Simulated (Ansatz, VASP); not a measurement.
**Code comparison for NiB2W2 (Immm, 5 atoms in the cell)**

Self-consistent single point.

```yaml
crystal:
  lattice:
    - [-1.57135, 2.23844, 3.47838]
    - [1.57135, -2.23844, 3.47838]
    - [1.57135, 2.23844, -3.47838]
  atoms:
    - { symbol: Ni, position: [0.00000, 0.00000, 0.00000] }
    - { symbol: B, position: [0.70381, 0.50000, 0.20381] }
    - { symbol: B, position: [0.29619, 0.50000, 0.79619] }
    - { symbol: W, position: [0.70059, 0.20059, 0.50000] }
    - { symbol: W, position: [0.29941, 0.79941, 0.50000] }
```

All programs got the same cell, k-point mesh and kind of occupations (in Ansatz's words: kpoints.mp_grid.grid = 8 8 8; scf.occupations.method = fermi_dirac; scf.occupations.width = 0.1 eV); potentials, basis and cutoffs are each program's usual ones.

```
code                                           model  pressure (GPa)  largest force (eV/Å)   cutoff
------  --------------------------------------------  --------------  --------------------  -------
Ansatz           LDA (PW92), PAW files made with PBE            6.86                 0.131  default
VASP    LDA (PZ), VASP's LDA PAW potentials (set 64)            8.47                 0.151   400 eV
```

Size of the force on each atom (eV/Å): Sizes of forces hide their directions.

```tsv
code	Ni1	B2	B3	W4	W5
Ansatz	0.000	0.056	0.056	0.131	0.131
VASP	0.000	0.061	0.061	0.151	0.151
```

The spread over the programs that give each value: pressure within 1.61 GPa; largest force within 0.020 eV/Å.

The starting cell comes from a database of computed structures (which also holds hypothetical and non-ambient phases and stackings), without a prior relaxation at this level. Its lattice was rescaled by a random factor within 2.5 % of one. On Ansatz's run: Spin-orbit coupling is off. Spin polarisation is off. With a pressure of about 7 GPa the cell is away from its equilibrium volume at this level.

### Question
Why do the programs differ, and what cannot be compared?

### Answer
Differences of this kind can come from the potentials, where these differ, and from what each basis and cutoff leave unconverged. The valence holds different numbers of electrons (Ansatz (a program for electronic structure) 52, VASP 44). The zero of total energies and Fermi levels follows the potentials and each program's conventions, so they are not compared here. Ansatz's pressure is given at a fixed set of plane waves, as the other plane-wave codes print theirs; with its correction for the finite basis it is 6.99 GPa. The same LDA comes in different parametrisations, which differ slightly.

VASP's run is marked for a possible Pulay error in its stress at this cutoff; no cutoff test was made.

Left out of this page: Quantum ESPRESSO, GPAW, Elk and FLEUR (not drawn, or without a comparable value); ABINIT (stopped by limits of time or memory); SIESTA (unsound by tests on forces, stress, charge or solver warnings).

Keys are those of Ansatz 0.2.
